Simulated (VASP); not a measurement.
Here is the system:

```
CELL_PARAMETERS angstrom
      0.00000     3.07170     3.07170
      3.07170     0.00000     3.07170
      3.07170     3.07170     0.00000
ATOMIC_POSITIONS crystal
  Hg 0.00000 0.00000 0.00000
  Se 0.25000 0.25000 0.25000
```

The numbers are results of PBEsol GGA, VASP's PBE PAW potentials (set 64) (plane waves; VASP), not measurements. Numerical set-up: 400 eV cut-off, Gaussian smearing of 0.050 eV, potentials Hg Se.

Task: Give the energies of bands 2 to 11 at the high-symmetry points, in eV from the Fermi level.

Result: 
| band | Γ | X | U | L | W |
|---|---|---|---|---|---|
| 2 | -7.00 | -6.84 | -6.78 | -6.83 | -6.72 |
| 3 | -7.00 | -6.52 | -6.60 | -6.83 | -6.62 |
| 4 | -7.00 | -6.52 | -6.44 | -6.25 | -6.37 |
| 5 | -6.29 | -6.19 | -6.24 | -6.25 | -6.35 |
| 6 | -6.29 | -5.96 | -5.81 | -6.00 | -5.73 |
| 7 | -1.07 | -4.99 | -5.13 | -5.37 | -5.17 |
| 8 | 0.00 | -2.20 | -2.78 | -0.93 | -2.62 |
| 9 | 0.00 | -2.20 | -1.80 | -0.93 | -2.34 |
| 10 | 0.00 | 2.69 | 2.84 | 1.03 | 3.50 |
| 11 | 5.46 | 2.94 | 4.40 | 6.19 | 5.05 |

It has no gap at this level: it comes out as a metal or semimetal.

The compound is HgSe in the zinc blende structure. It was relaxed first.
